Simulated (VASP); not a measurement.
# 1 units of PbZrO3 (001), ZrO2 faces on Al(100) in VASP, part 2 of 5

How does 1 units of PbZrO3 (001), ZrO2 faces on Al(100) behave as a surface?

VASP 6.6.1; PBEsol with D3(BJ); plane waves and PAW (Al, Zr_sv, O, Pb).

So far. Step 2 (Relaxing the slab): The run used up its steps with a largest force of 0.08 eV/Å at its last finished step, so it is continued.

## (3) Going on with the relaxation

The relaxation goes on from where it stopped.

File INCAR:

```
SYSTEM = Zr2Al8PbO5
PREC = Normal
ENCUT = 400
EDIFF = 1E-05
NELM = 120
ISMEAR = -1
SIGMA = 0.1
LREAL = Auto
ALGO = Fast
GGA = PS
IVDW = 12
NBANDS = 57
LORBIT = 11
LWAVE = .FALSE.
LCHARG = .FALSE.
KPAR = 4
IBRION = 1
NSW = 40
ISIF = 2
EDIFFG = -0.03
POTIM = 0.3
MAXMIX = 40
IDIPOL = 3
LDIPOL = .TRUE.
DIPOL = 0.5 0.5 0.514
```

File POSCAR:

```
Zr2Al8PbO5
1.0
    4.1600000000      0.0000000000      0.0000000000
    0.0000000000      4.1600000000      0.0000000000
    0.0000000000      0.0000000000     31.2141469282
Al Zr O Pb
8 2 5 1
Direct
    0.0000000000      0.5000000000      0.2934522645
    0.5000000000      0.0000000000      0.2934522645
    0.0000000000      0.0000000000      0.3566973268
    0.5000000000      0.5000000000      0.3580925185
    0.0000000000      0.5000000000      0.4202900489
    0.5000000000      0.0000000000      0.4202900489
    0.0000000000      0.0000000000      0.4773280724
    0.5000000000      0.5000000000      0.4972068191
    0.0000000000      0.0000000000      0.5746664298
    0.0000000000      0.0000000000      0.7010888764
    0.5000000000      0.0000000000      0.5757856120
    0.0000000000      0.5000000000      0.5757856120
    0.0000000000      0.0000000000      0.6390088726
    0.5000000000      0.0000000000      0.7021135249
    0.0000000000      0.5000000000      0.7021135249
    0.5000000000      0.5000000000      0.6415175953
```

File KPOINTS:

```
Automatic mesh
0
Gamma
8 8 1
0 0 0
```

Potentials, in the order of the species: Al, Zr_sv, O and Pb (PBE family, release 64).

Command:

```console
> mpirun -np 4 vasp_std
```

Output:

```text
[banner, memory and clock lines left out]
running    4 mpi-ranks, on    1 nodes
 distrk:  each k-point on    1 cores,    4 groups
 distr:  one band on    1 cores,    1 groups

 POSCAR found type information on POSCAR AlZrO Pb
 POSCAR found :  4 types and      16 ions
 [... a notice as in an earlier step ...]

 LDA part: xc-table for (Slater+PW92), standard interpolation
 POSCAR, INCAR and KPOINTS ok, starting setup
 FFT: planning ... GRIDC
 FFT: planning ... GRID_SOFT
 FFT: planning ... GRID
 WAVECAR not read
 entering main loop
       N       E                     dE             d eps       ncg     rms          rms(c)
DAV:   1     0.567099038764E+03    0.56710E+03   -0.30194E+04  1878   0.958E+02
DAV:   2    -0.201784204952E+02   -0.58728E+03   -0.55013E+03  2191   0.257E+02
DAV:   3    -0.108778745376E+03   -0.88600E+02   -0.87165E+02  2347   0.950E+01
DAV:   4    -0.113801427672E+03   -0.50227E+01   -0.50055E+01  2572   0.216E+01
DAV:   5    -0.114121330142E+03   -0.31990E+00   -0.31979E+00  2884   0.403E+00    0.405E+01
RMM:   6    -0.998616870904E+02    0.14260E+02   -0.66364E+01  1870   0.234E+01    0.190E+01
RMM:   7    -0.119343676324E+03   -0.19482E+02   -0.15602E+01  2154   0.949E+00    0.148E+01
RMM:   8    -0.140429543952E+03   -0.21086E+02   -0.23459E+01  2324   0.688E+00    0.376E+01
RMM:   9    -0.105019294696E+03    0.35410E+02   -0.65309E+00  2033   0.639E+00    0.132E+01
RMM:  10    -0.102526263218E+03    0.24930E+01   -0.92324E+00  2007   0.831E+00    0.112E+01
RMM:  11    -0.994511899005E+02    0.30751E+01   -0.62451E+00  2076   0.734E+00    0.361E+00
RMM:  12    -0.992921670955E+02    0.15902E+00   -0.14616E+00  2340   0.304E+00    0.238E+00
RMM:  13    -0.993168870179E+02   -0.24720E-01   -0.25137E-01  2651   0.122E+00    0.252E+00
RMM:  14    -0.993235909310E+02   -0.67039E-02   -0.34613E-01  2444   0.151E+00    0.289E+00
RMM:  15    -0.994512898909E+02   -0.12770E+00   -0.52452E-01  2556   0.175E+00    0.396E+00
RMM:  16    -0.994077886484E+02    0.43501E-01   -0.71028E-02  2612   0.786E-01    0.403E+00
RMM:  17    -0.994405268428E+02   -0.32738E-01   -0.67424E-02  2588   0.632E-01    0.438E+00
RMM:  18    -0.993656952738E+02    0.74832E-01   -0.23550E-02  2391   0.464E-01    0.414E+00
RMM:  19    -0.993598373275E+02    0.58579E-02   -0.21968E-02  2498   0.350E-01    0.421E+00
RMM:  20    -0.993444566209E+02    0.15381E-01   -0.94628E-03  2645   0.222E-01    0.417E+00
RMM:  21    -0.993192371411E+02    0.25219E-01   -0.92522E-03  2538   0.215E-01    0.407E+00
WARNING in EDDRMM: call to ZHEGV failed, returncode =   8  4      3
RMM:  22    -0.993135360907E+02    0.57011E-02   -0.34189E-03  2638   0.133E-01    0.402E+00
RMM:  23    -0.992986488289E+02    0.14887E-01   -0.25331E-03  2563   0.128E-01    0.391E+00
RMM:  24    -0.992741839867E+02    0.24465E-01   -0.51777E-03  2574   0.188E-01    0.368E+00
RMM:  25    -0.992564910205E+02    0.17693E-01   -0.37000E-03  2500   0.158E-01    0.350E+00
RMM:  26    -0.992167394920E+02    0.39752E-01   -0.15135E-02  2807   0.334E-01    0.304E+00
RMM:  27    -0.991965069200E+02    0.20233E-01   -0.82469E-03  2671   0.220E-01    0.275E+00
RMM:  28    -0.991629816718E+02    0.33525E-01   -0.20039E-02  2843   0.385E-01    0.220E+00
RMM:  29    -0.991250965623E+02    0.37885E-01   -0.54536E-02  2877   0.615E-01    0.132E+00
RMM:  30    -0.991172647832E+02    0.78318E-02   -0.15625E-02  2782   0.288E-01    0.976E-01
RMM:  31    -0.991132640692E+02    0.40007E-02   -0.50881E-03  2675   0.179E-01    0.772E-01
RMM:  32    -0.991097060043E+02    0.35581E-02   -0.62413E-03  2722   0.207E-01    0.502E-01
RMM:  33    -0.991079598226E+02    0.17462E-02   -0.44545E-03  2638   0.169E-01    0.293E-01
RMM:  34    -0.991074865904E+02    0.47323E-03   -0.24080E-03  2573   0.125E-01    0.145E-01
RMM:  35    -0.991074334751E+02    0.53115E-04   -0.69095E-04  2458   0.628E-02    0.108E-01
RMM:  36    -0.991073820330E+02    0.51442E-04   -0.19905E-04  2023   0.354E-02    0.923E-02
RMM:  37    -0.991072973467E+02    0.84686E-04   -0.14487E-04  2076   0.317E-02    0.688E-02
RMM:  38    -0.991071572096E+02    0.14014E-03   -0.11833E-04  2053   0.270E-02    0.507E-02
RMM:  39    -0.991071107237E+02    0.46486E-04   -0.53706E-05  1684   0.189E-02    0.422E-02
RMM:  40    -0.991070646727E+02    0.46051E-04   -0.48042E-05  1678   0.175E-02    0.328E-02
RMM:  41    -0.991070191581E+02    0.45515E-04   -0.53003E-05  1728   0.179E-02    0.209E-02
RMM:  42    -0.991070023659E+02    0.16792E-04   -0.29704E-05  1383   0.143E-02    0.144E-02
WARNING in EDDRMM: call to ZHEGV failed, returncode =   6  3     38
RMM:  43    -0.991069961840E+02    0.61818E-05   -0.38519E-05  1585   0.150E-02
   1 F= -.10237497E+03 E0= -.10231711E+03  d E =-.102375E+03
 BRION: g(F)=  0.378E-03 g(S)=  0.000E+00
 bond charge predicted
       N       E                     dE             d eps       ncg     rms          rms(c)
DAV:   1    -0.991070679655E+02   -0.65600E-04   -0.27436E-02  1903   0.737E-01    0.559E-02
RMM:   2    -0.991075186941E+02   -0.45073E-03   -0.13109E-03  2009   0.126E-01    0.841E-02
RMM:   3    -0.991070709745E+02    0.44772E-03   -0.58674E-04  1915   0.698E-02    0.756E-02
RMM:   4    -0.991070728618E+02   -0.18872E-05   -0.26160E-04  1906   0.485E-02    0.349E-02
RMM:   5    -0.991070784731E+02   -0.56113E-05   -0.19678E-04  1883   0.445E-02    0.205E-02
RMM:   6    -0.991070846555E+02   -0.61824E-05   -0.22444E-05  1297   0.168E-02
   2 F= -.10237526E+03 E0= -.10231741E+03  d E =-.283116E-03
[...]
3 F= -.10237542E+03 E0= -.10231759E+03  d E =-.163613E-03
[...]
4 F= -.10237578E+03 E0= -.10231796E+03  d E =-.362581E-03
[...]
5 F= -.10237581E+03 E0= -.10231799E+03  d E =-.302782E-04
 BRION: g(F)=  0.136E-03 g(S)=  0.000E+00 retain N=  4 mean eig= 3.11
 eig:   5.661  5.661  1.091  0.009
 bond charge predicted
       N       E                     dE             d eps       ncg     rms          rms(c)
DAV:   1    -0.991068817282E+02    0.52629E-04   -0.16972E-03  1960   0.200E-01    0.773E-03
RMM:   2    -0.991068853426E+02   -0.36145E-05   -0.42035E-05  1526   0.288E-02
   6 F= -.10237588E+03 E0= -.10231805E+03  d E =-.618179E-04
 BRION: g(F)=  0.113E-03 g(S)=  0.000E+00 retain N=  5 mean eig= 3.25
 eig:   6.872  6.872  1.116  1.116  0.252
 reached required accuracy - stopping structural energy minimisation
```

Wall time 5.3 min (4 MPI ranks of Intel Xeon Platinum 8488C (Sapphire Rapids), shared host); peak memory 1.7 GiB; 20 min of CPU time.

From OUTCAR (step 3):

```text
The static configuration has the point symmetry C_4v.

 Found     15 irreducible k-points:

   NELECT =      82.0000    total number of electrons

 Edisp (eV)   -3.26888

 dipolmoment           0.000000      0.000000     -0.096928 electrons x Angstroem

 E-fermi :   1.0432

 k-point     1 :       0.0000    0.0000    0.0000
  band No.  band energies     occupation
    ...
     37      -0.4133      2.00000
     38      -0.1013      1.99998
     39      -0.1013      1.99998
     40      -0.0132      1.99995
     41       1.0860      0.78966
     42       1.1964      0.35542
     43       1.7141      0.00244
     44       1.7141      0.00244
     45       2.5084      0.00000
     46       2.8562      0.00000
    ...

 k-point     2 :       0.1250    0.0000    0.0000
  band No.  band energies     occupation
    ...
     37      -0.2733      2.00000
     38       0.0122      1.99993
     39       0.0185      1.99993
     40       0.4824      1.99269
     41       1.1357      0.56807
     42       1.4240      0.04344
     43       1.8242      0.00081
     44       2.4525      0.00000
     45       2.6463      0.00000
     46       2.9052      0.00000
    ...

 Edisp (eV)   -3.26899

  Total     -17.82987   -17.82987    -4.05828     0.00000     0.00000     0.00000
  in kB     -52.88354   -52.88354   -12.03690     0.00000     0.00000     0.00000
  external pressure =      -39.27 kB  Pullay stress =        0.00 kB

 POSITION                                       TOTAL-FORCE (eV/Angst)
 -----------------------------------------------------------------------------------
     -0.00000      2.08000      9.16182         0.000000      0.000000      0.011917
      2.08000      0.00000      9.16182         0.000000      0.000000      0.011917
     -0.00000      0.00000     11.13537         0.000000      0.000000      0.007608
      2.08000      2.08000     11.17957         0.000000     -0.000000      0.010743
     -0.00000      2.08000     13.12078         0.000000     -0.000000      0.021622
      2.08000      0.00000     13.12078         0.000000      0.000000      0.021622
     -0.00000      0.00000     14.90723         0.000000      0.000000      0.025921
      2.08000      2.08000     15.51871         0.000000      0.000000     -0.008840
      0.00000      0.00000     17.93632         0.000000     -0.000000     -0.016150
     -0.00000      0.00000     21.87954         0.000000      0.000000     -0.010272
      2.08000      0.00000     17.97062         0.000000      0.000000     -0.014635
      0.00000      2.08000     17.97062        -0.000000     -0.000000     -0.014635
      0.00000      0.00000     19.94258         0.000000      0.000000     -0.006838
      2.08000     -0.00000     21.91386         0.000000      0.000000     -0.021385
     -0.00000      2.08000     21.91386         0.000000      0.000000     -0.021385
      2.08000      2.08000     20.02429         0.000000     -0.000000      0.002790
 -----------------------------------------------------------------------------------
    total drift:                               -0.000000      0.000000      0.053704

  FREE ENERGIE OF THE ION-ELECTRON SYSTEM (eV)
  ---------------------------------------------------
  free  energy   TOTEN  =      -102.3758751369 eV

  energy  without entropy=     -102.2602211468  energy(sigma->0) =     -102.31804814

 reached required accuracy - stopping structural energy minimisation

 vacuum level on the upper side and lower side of the slab         4.160         5.163

 total charge
# of ion       s       p       d       tot
------------------------------------------
    1        0.475   0.276   0.000   0.750
    2        0.475   0.276   0.000   0.750
    3        0.438   0.322   0.000   0.760
    4        0.430   0.329   0.000   0.759
    5        0.433   0.329   0.000   0.762
    6        0.433   0.329   0.000   0.762
    7        0.457   0.341   0.000   0.798
    8        0.509   0.197   0.000   0.706
    9        2.200   6.068   1.447   9.716
   10        2.205   6.062   1.512   9.779
   11        1.594   3.433   0.000   5.026
   12        1.594   3.433   0.000   5.026
   13        1.598   3.497   0.000   5.095
   14        1.590   3.447   0.000   5.037
   15        1.590   3.447   0.000   5.037
   16        1.831   0.667   0.117   2.615
--------------------------------------------------
tot         17.849  32.454   3.077  53.379

[... 7 parts as in an earlier step ...]

[... 6 further parts left out ...]
```

CONTCAR:

```
Zr2Al8PbO5
   1.00000000000000
     4.1600000000000001    0.0000000000000000    0.0000000000000000
     0.0000000000000000    4.1600000000000001    0.0000000000000000
     0.0000000000000000    0.0000000000000000   31.2141469282000017
  Al              Zr              O               Pb
     8     2     5     1
Direct
    -0.0000000000000000    0.5000000000000000    0.2935150334992129
     0.5000000000000000    0.0000000000000000    0.2935150334992129
    -0.0000000000000000    0.0000000000000000    0.3567412273736724
     0.5000000000000000    0.5000000000000000    0.3581571872431047
    -0.0000000000000000    0.5000000000000000    0.4203471494110656
     0.5000000000000000    0.0000000000000000    0.4203471494110656
    -0.0000000000000000    0.0000000000000000    0.4775793883333875
     0.5000000000000000    0.5000000000000000    0.4971691574818222
     0.0000000000000000    0.0000000000000000    0.5746216155649864
    -0.0000000000000000    0.0000000000000000    0.7009495118940401
     0.5000000000000000    0.0000000000000000    0.5757202467763907
     0.0000000000000000    0.5000000000000000    0.5757202467763907
     0.0000000000000000    0.0000000000000000    0.6388954789835277
     0.5000000000000000   -0.0000000000000000    0.7020489248045456
    -0.0000000000000000    0.5000000000000000    0.7020489248045456
     0.5000000000000000    0.5000000000000000    0.6415131356430217
```

The PAW data sets were made with PBE, which is usual practice but a small mismatch for other functionals. The data set Pb keeps the semicore shell frozen, which is cheaper and a little less accurate. The run keeps the 8 symmetry operations of its start, so it cannot find a distortion of lower symmetry.

The steps of the relaxation:

```csv
step,energy less that of the first step (eV),largest force (eV/Å)
1,0.0000,0.0747
2,-0.0003,0.0609
3,-0.0004,0.0493
4,-0.0008,0.0332
5,-0.0008,0.0315
6,-0.0009,0.0259
```

Final coordinates:

```xyz
16
Lattice="4.1600 0.0000 0.0000 0.0000 4.1600 0.0000 0.0000 0.0000 31.2141" Properties=species:S:1:pos:R:3
Al    0.0000    2.0800    9.1618
Al    2.0800    0.0000    9.1618
Al    0.0000    0.0000   11.1354
Al    2.0800    2.0800   11.1796
Al    0.0000    2.0800   13.1208
Al    2.0800    0.0000   13.1208
Al    0.0000    0.0000   14.9072
Al    2.0800    2.0800   15.5187
Zr    0.0000    0.0000   17.9363
Zr    0.0000    0.0000   21.8795
O     2.0800    0.0000   17.9706
O     0.0000    2.0800   17.9706
O     0.0000    0.0000   19.9426
O     2.0800    0.0000   21.9139
O     0.0000    2.0800   21.9139
Pb    2.0800    2.0800   20.0243
```

Numbers from this step:

* electronic cycles: 61
* electrons: 82
* free energy (TOTEN): -102.3759 eV
* energy at zero smearing: -102.3180 eV
* Fermi energy: 1.043 eV
* labelled metallic, from the levels on this mesh: yes
* dipole moment: 0, 0, -0.09693 e·Å

The run ended after 6 ionic steps, 0.001 eV below its first step, once the forces on the free atoms met EDIFFG = -0.03.

Only the dipole across the slab is computed (IDIPOL = 3); zeros along the plane are no results.

VASP counts the dipole in electrons times Å, so a positive number points the physical dipole along −c.

[end of part 2 of 5]

[Lines on the potential files, build, host, timing and source positions are cut from VASP's logs without a mark.]

[Logs are printed without paths, hosts, clocks, repeated set-up lines and the standing remarks that a program may print on its own settings, such as how far it seeks lower states.]

[Hosts, paths, dates, database ids (printed as entryN), source tags and the programs' standing remarks are cut or masked in the printed files.]

[In band tables of VASP the shares of atoms and orbitals are scaled to a sum of 1 inside the atoms' spheres.]

[Runs that stopped without an error message from VASP are left out.]
